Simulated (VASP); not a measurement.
Ti2BN:

```
CELL_PARAMETERS angstrom
4.24754 0.00000 0.00000
0.00000 4.24754 0.00000
0.00000 0.00000 3.16291
ATOMIC_POSITIONS crystal
Ti 0.50000 0.00000 0.50000
Ti 0.00000 0.50000 0.50000
B 0.50000 0.50000 0.00000
N 0.00000 0.00000 0.00000
```

The cell was built by a generator and needn't be a form met in nature.

* Program: VASP 6.6.1
* Task: relaxation of cell and atoms
* Functional: PBE
* Potentials or basis: VASP PAW PBE potentials, release 64 (Ti_sv, B, N)
* Cutoff: 520 eV
* k mesh: 4 × 4 × 5
* Occupations: gaussian, width 0.15 eV
* Spin: no spin polarisation

At the start: pressure -32.9 GPa; volume 14.27 Å³/atom.

Task: How do energy, volume and symmetry change on relaxing?

Result: Over 9 steps the energy falls by 580.3 meV/atom and the volume is 10.26 Å³/atom (-28.1 %); space group P4/mmm (No. 123, to 0.05 Å).

The path:
```tsv
step	energy change (eV)	largest force (eV/Å)	pressure (GPa)	volume (Å³)
1	0.0000	0.0000	-32.87	57.06
2	-1.7825	0.0000	31.69	36.13
3	-2.2065	0.0000	2.94	41.00
4	-2.1975	0.0000	-3.04	41.75
5	-2.2047	0.0000	-1.29	41.32
6	-2.2456	0.0000	-1.17	41.30
7	-2.3005	0.0000	-1.03	41.22
8	-2.3126	0.0000	0.26	40.93
9	-2.3212	0.0000	-0.22	41.05
```

Final structure:
```
Ti B N
1.0
     3.99613    0.00000    0.00000
     0.00000    3.99613    0.00000
     0.00000    0.00000    2.57073
Ti B N
2 1 1
Direct
  0.50000 0.00000 0.50000
  0.00000 0.50000 0.50000
  0.50000 0.50000 0.00000
  0.00000 0.00000 0.00000
```

Caveat: the k mesh is coarse (spacing up to 0.40 Å⁻¹), so the values aren't converged; the volume moved by over 15 % at a fixed basis, so the end points are rough.
